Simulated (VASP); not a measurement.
**Ta2N: formation energy of a vacancy on the Ta site**

Wanted: what a vacancy on the Ta site costs in Ta2N and how the lattice relaxes round it. The start is a computed cell from the Materials Project.

Main program and level: VASP 6.6.1; LDA; plane waves and PAW (Ta, N), in the first sound run; inputs show where later runs differ.

## 1. The host crystal

It takes space group P-3m1 (No. 164, trigonal). The conventional cell has a = 3.113 Å, b = 3.113 Å, c = 4.870 Å, α = 90.00°, β = 90.00°, γ = 120.00°. Nearest to Ta lie 3 N at 2.18 Å. Nearest to N lie 6 Ta at 2.18 Å. Farther neighbours and most contacts between anions are not listed.

## 2. Relaxing the host crystal

The later steps need the crystal at this functional's own lattice; a raised cutoff keeps the stress reliable while the cell changes.

Input file INCAR:

```
SYSTEM = Ta2N
PREC = Accurate
ENCUT = 520
EDIFF = 1E-06
NELM = 120
ISMEAR = 0
SIGMA = 0.05
LREAL = .FALSE.
ALGO = Normal
GGA = CA
NBANDS = 13
LASPH = .TRUE.
LORBIT = 11
LWAVE = .FALSE.
LCHARG = .FALSE.
KPAR = 4
IBRION = 2
NSW = 40
ISIF = 3
EDIFFG = -0.02
POTIM = 0.4
```

Input file POSCAR:

```
Ta2N
1.0
    3.1128615060      0.0000000000      0.0000000000
   -1.5564307530      2.6958171426      0.0000000000
    0.0000000000      0.0000000000      4.8698410000
Ta N
2 1
Direct
    0.3333333333      0.6666666667      0.2547110000
    0.6666666667      0.3333333333      0.7452890000
    0.0000000000      0.0000000000      0.0000000000
```

Input file KPOINTS:

```
Automatic mesh
0
Gamma
7 7 4
0 0 0
```

PAW data sets: Ta and N (LDA family, release 64).

Run with:

```bash
mpirun -np 4 vasp_std
```

What it wrote:

```text
[banner, memory and clock lines left out]
running    4 mpi-ranks, on    1 nodes
 distrk:  each k-point on    1 cores,    4 groups
 distr:  one band on    1 cores,    1 groups

 POSCAR found type information on POSCAR TaN
 POSCAR found :  2 types and       3 ions
 LDA part: xc-table for (Slater(with rela. corr.)+CA(PZ))
 , standard interpolation
 POSCAR, INCAR and KPOINTS ok, starting setup
 FFT: planning ... GRIDC
 FFT: planning ... GRID_SOFT
 FFT: planning ... GRID
 WAVECAR not read
 entering main loop
       N       E                     dE             d eps       ncg     rms          rms(c)
DAV:   1     0.236131701898E+02    0.23613E+02   -0.64046E+03   728   0.985E+02
DAV:   2    -0.378243299506E+02   -0.61438E+02   -0.56383E+02   983   0.170E+02
DAV:   3    -0.410414210295E+02   -0.32171E+01   -0.30713E+01  1033   0.369E+01
DAV:   4    -0.410949167063E+02   -0.53496E-01   -0.53386E-01   898   0.461E+00
DAV:   5    -0.410958853535E+02   -0.96865E-03   -0.96753E-03  1061   0.511E-01    0.263E+01
DAV:   6    -0.382643259879E+02    0.28316E+01   -0.15942E+01   908   0.249E+01    0.126E+01
DAV:   7    -0.378175668370E+02    0.44676E+00   -0.16712E+00   828   0.897E+00    0.656E+00
DAV:   8    -0.377146994623E+02    0.10287E+00   -0.29618E-01   888   0.387E+00    0.429E-01
DAV:   9    -0.377094254135E+02    0.52740E-02   -0.40710E-02   898   0.120E+00    0.205E-01
DAV:  10    -0.377082241374E+02    0.12013E-02   -0.58553E-03   913   0.468E-01    0.755E-02
DAV:  11    -0.377080616408E+02    0.16250E-03   -0.65396E-04   931   0.169E-01    0.220E-02
DAV:  12    -0.377080650363E+02   -0.33956E-05   -0.43025E-05   917   0.472E-02    0.675E-03
DAV:  13    -0.377080650567E+02   -0.20387E-07   -0.80272E-07   660   0.579E-03
   1 F= -.37708065E+02 E0= -.37707605E+02  d E =-.377081E+02
 curvature:   0.00 expect dE= 0.000E+00 dE for cont linesearch  0.000E+00
 trial: gam= 0.00000 g(F)=  0.138E-01 g(S)=  0.526E+00 ort = 0.000E+00 (trialstep = 0.100E+01)
 search vector abs. value=  0.540E+00
 bond charge predicted
       N       E                     dE             d eps       ncg     rms          rms(c)
DAV:   1    -0.379230367129E+02   -0.21497E+00   -0.19757E+01   728   0.404E+01    0.109E+01
DAV:   2    -0.374488255225E+02    0.47421E+00   -0.20466E+00   868   0.102E+01    0.645E+00
DAV:   3    -0.373904294083E+02    0.58396E-01   -0.18608E-01   833   0.324E+00    0.295E+00
DAV:   4    -0.373729712821E+02    0.17458E-01   -0.29572E-02   918   0.117E+00    0.247E-01
DAV:   5    -0.373727457887E+02    0.22549E-03   -0.21180E-03   863   0.297E-01    0.140E-01
DAV:   6    -0.373727040635E+02    0.41725E-04   -0.40887E-04   932   0.138E-01    0.236E-02
DAV:   7    -0.373726950997E+02    0.89638E-05   -0.26408E-05   931   0.393E-02    0.118E-02
DAV:   8    -0.373726954626E+02   -0.36293E-06   -0.21943E-06   710   0.999E-03
   2 F= -.37372695E+02 E0= -.37372301E+02  d E =0.335370E+00
[...]
3 F= -.37801182E+02 E0= -.37800766E+02  d E =-.931165E-01
[...]
4 F= -.37801290E+02 E0= -.37800874E+02  d E =-.932249E-01
[...]
5 F= -.37801263E+02 E0= -.37800846E+02  d E =-.931980E-01
[...]
6 F= -.37802420E+02 E0= -.37802025E+02  d E =-.115708E-02
[...]
7 F= -.37802423E+02 E0= -.37802028E+02  d E =-.115980E-02
[...]
8 F= -.37802387E+02 E0= -.37801992E+02  d E =0.355773E-04
 trial-energy change:    0.000036  1 .order    0.000037   -0.000193    0.000267
 step:   0.3616(harm=  0.3616)  dis= 0.00018  next Energy=   -37.802463 (dE=-0.406E-04)
 bond charge predicted
       N       E                     dE             d eps       ncg     rms          rms(c)
DAV:   1    -0.378025230203E+02   -0.13566E-03   -0.20770E-03   728   0.386E-01    0.974E-02
DAV:   2    -0.378024718367E+02    0.51184E-04   -0.24165E-04   893   0.108E-01    0.536E-02
DAV:   3    -0.378024657335E+02    0.61032E-05   -0.20316E-05   886   0.334E-02    0.259E-02
DAV:   4    -0.378024638766E+02    0.18568E-05   -0.37361E-06   808   0.126E-02    0.215E-03
DAV:   5    -0.378024638404E+02    0.36230E-07   -0.20279E-07   404   0.303E-03
   9 F= -.37802464E+02 E0= -.37802068E+02  d E =-.410112E-04
 curvature:  -0.18 expect dE=-0.351E-05 dE for cont linesearch -0.225E-08
 trial: gam= 0.07906 g(F)=  0.179E-04 g(S)=  0.148E-05 ort = 0.167E-05 (trialstep = 0.761E+00)
 search vector abs. value=  0.211E-04
 reached required accuracy - stopping structural energy minimisation
```

Wall time 23 s (4 MPI ranks of Intel Xeon Platinum 8259CL at 2.50GHz (Skylake/Cascade Lake), shared host); peak memory 0.62 GiB; 78 s of CPU time.

Lines that name or quote the potential files are left out of all logs, and their timing lines are given in words.

OUTCAR, selected parts (step 2):

```text
ion  position               nearest neighbor table
   1  0.333  0.667  0.255-   3 2.18   3 2.18   3 2.18   2 2.99   2 2.99   2 2.99   2 3.06   2 3.06
                             2 3.06
   2  0.667  0.333  0.745-   3 2.18   3 2.18   3 2.18   1 2.99   1 2.99   1 2.99   1 3.06   1 3.06
                             1 3.06
   3  0.000  0.000  0.000-   1 2.18   2 2.18   1 2.18   2 2.18   2 2.18   1 2.18

  LATTYP: Found a hexagonal cell.
 ALAT       =     3.1128615060
 C/A-ratio  =     1.5644258476

 Subroutine GETGRP returns: Found 12 space group operations
 (whereof 12 operations were pure point group operations)

The static configuration has the point symmetry D_3d.

 Found     28 irreducible k-points:

   k-points           NKPTS =     28   k-points in BZ     NKDIM =     28   number of bands    NBANDS=     13

   dimension x,y,z NGX =    24 NGY =   24 NGZ =   36
   dimension x,y,z NGXF=    48 NGYF=   48 NGZF=   72

   ENCUT  =  520.0 eV  38.22 Ry    6.18 a.u.   5.79  5.79  9.05*2*pi/ulx,y,z

   NELECT =      15.0000    total number of electrons

 k-points in reciprocal lattice and weights: Automatic mesh
   0.00000000  0.00000000  0.00000000       0.005
   0.14285714  0.00000000  0.00000000       0.031
   0.28571429 -0.00000000  0.00000000       0.031
   0.42857143  0.00000000  0.00000000       0.031
   0.14285714  0.14285714  0.00000000       0.031
   0.28571429  0.14285714  0.00000000       0.061
   0.42857143  0.14285714  0.00000000       0.031
   0.28571429  0.28571429  0.00000000       0.031
   0.00000000  0.00000000  0.25000000       0.010
[...]
0.42857143  0.14285714  0.50000000       0.031
   0.28571429  0.28571429  0.50000000       0.031

 average (electrostatic) potential at core
       1 -34.3134       2 -34.3134       3 -62.4984

 E-fermi :   8.1180

 k-point     1 :       0.0000    0.0000    0.0000
  band No.  band energies     occupation
    ...
      4       1.7264      2.00000
      5       3.3748      2.00000
      6       7.4526      2.00000
      7       7.8159      2.00000
      8       7.8159      2.00000
      9       8.2691      0.00002
     10       8.2691      0.00002
     11       8.4462      0.00000
     12       9.3370      0.00000
     13       9.3370      0.00000

 k-point     2 :       0.1429    0.0000    0.0000
  band No.  band energies     occupation
    ...
      4       1.7351      2.00000
      5       4.2298      2.00000
      6       6.0145      2.00000
      7       7.0006      2.00000
      8       7.8909      2.00000
      9       8.2805      0.00000
     10       8.4062      0.00000
     11       9.6467      0.00000
     12      10.4375      0.00000
     13      10.8362      0.00000

 k-point     3 :       0.2857   -0.0000    0.0000
  band No.  band energies     occupation
    ...
      3       0.8873      2.00000
      4       1.6321      2.00000
      5       4.1400      2.00000
      6       5.3126      2.00000
      7       6.2429      2.00000
      8       8.3897      0.00000
      9       9.6269      0.00000
     10      10.0011      0.00000
     11      10.2545      0.00000
     12      11.8849      0.00000
    ...

  Total       -0.0022913     -0.0022913     -0.0102322      0.0000000      0.0000000      0.0000000
  in kB       -0.0942480     -0.0942480     -0.4208791      0.0000000      0.0000000      0.0000000
  external PRESSURE =      -0.2031250 kB  Pullay stress =       0.0000000 kB

  energy-cutoff  :      520.00
  volume of cell :       38.95
      direct lattice vectors                 reciprocal lattice vectors
     3.073292864 -0.000000000 -0.000000000     0.325383894  0.187860479  0.000000000
    -1.536646432  2.661549694  0.000000000     0.000000000  0.375720958  0.000000000
    -0.000000000 -0.000000000  4.761955908     0.000000000 -0.000000000  0.209997744

 POSITION                                       TOTAL-FORCE (eV/Angst)
 -----------------------------------------------------------------------------------
     -0.00000      1.77437      1.20897         0.000000      0.000000     -0.015240
      1.53665      0.88718      3.55299        -0.000000     -0.000000      0.015240
      0.00000      0.00000     -0.00000        -0.000000     -0.000000      0.000000
 -----------------------------------------------------------------------------------
    total drift:                               -0.000000     -0.000000      0.000000

  FREE ENERGIE OF THE ION-ELECTRON SYSTEM (eV)
  ---------------------------------------------------
  free  energy   TOTEN  =       -37.8024638404 eV

  energy  without entropy=      -37.8016730262  energy(sigma->0) =      -37.80206843

 reached required accuracy - stopping structural energy minimisation

 total charge
# of ion       s       p       d       tot
------------------------------------------
    1        0.607   0.910   3.538   5.056
    2        0.607   0.910   3.538   5.056
    3        1.235   2.504   0.000   3.739
--------------------------------------------------
tot          2.450   4.323   7.077  13.850

[... 3 further parts left out ...]
```

CONTCAR:

```
Ta2N
   1.00000000000000
     3.0732928644996935   -0.0000000000000000   -0.0000000000000000
    -1.5366464322498468    2.6615496938697492    0.0000000000000000
    -0.0000000000000000   -0.0000000000000000    4.7619559080114646
  Ta              N
     2     1
Direct
     0.3333333332999970    0.6666666667000030    0.2538800842674666
     0.6666666667000030    0.3333333332999970    0.7461199157325333
     0.0000000000000000    0.0000000000000000    0.0000000000000000
```

This run has no spin polarisation. Its electron count is odd, so without a moment it is a metal by construction. The k-mesh is coarse for a metal. The data set Ta keeps the semicore shell frozen, which is cheaper and a little less accurate. The run keeps the 12 symmetry operations of its start, so it cannot find a distortion of lower symmetry.

Relaxation path:

| step | energy less that of the first step (eV) | largest force (eV/Å) | pressure (GPa) | volume (Å³) |
| --- | --- | --- | --- | --- |
| 1 | 0.0000 | 0.4228 | -14.40 | 40.87 |
| 2 | 0.3354 | 1.1899 | 40.45 | 35.34 |
| 3 | -0.0931 | 0.0173 | -0.48 | 39.01 |
| 4 | -0.0932 | 0.0328 | 0.03 | 38.95 |
| 5 | -0.0932 | 0.0438 | 0.35 | 38.91 |
| 6 | -0.0944 | 0.0159 | 0.31 | 38.91 |
| 7 | -0.0944 | 0.0131 | 0.30 | 38.91 |
| 8 | -0.0943 | 0.0178 | -0.47 | 39.01 |
| 9 | -0.0944 | 0.0152 | -0.02 | 38.95 |

| conventional cell, symmetrised | before | after | change |
| --- | --- | --- | --- |
| a (Å) | 3.113 | 3.073 | -1.3 % |
| b (Å) | 3.113 | 3.073 | -1.3 % |
| c (Å) | 4.870 | 4.762 | -2.2 % |
| volume (Å³/atom) | 13.62 | 12.98 | -4.7 % |

Final coordinates:

```xyz
3
Lattice="3.0733 0.0000 0.0000 -1.5366 2.6615 0.0000 0.0000 0.0000 4.7620" Properties=species:S:1:pos:R:3 pbc="T T T"
Ta    0.0000    1.7744    1.2090
Ta    1.5366    0.8872    3.5530
N     0.0000    0.0000    0.0000
```

This step gave:

```yaml
electronic_cycles: 55
electrons: 15
free_energy_toten: -37.80 eV
energy_at_zero_smearing: -37.80 eV
fermi_energy: 8.118 eV
labelled_metallic_from_the_levels_on_this_mesh: yes
```

The run ended after 9 ionic steps, 0.094 eV below its first step, once forces and stress met EDIFFG = -0.02.

(Continued in part 2 of 4.)

[Lines on the potential files, build, host, timing and source positions are cut from VASP's logs without a mark.]

[Logs are printed without paths, hosts, clocks, repeated set-up lines and the standing remarks that a program may print on its own settings, such as how far it seeks lower states.]

[Hosts, paths, dates, database ids (printed as entryN), source tags and the programs' standing remarks are cut or masked in the printed files.]

[In band tables of VASP the shares of atoms and orbitals are scaled to a sum of 1 inside the atoms' spheres.]

[Runs that stopped without an error message from VASP are left out.]
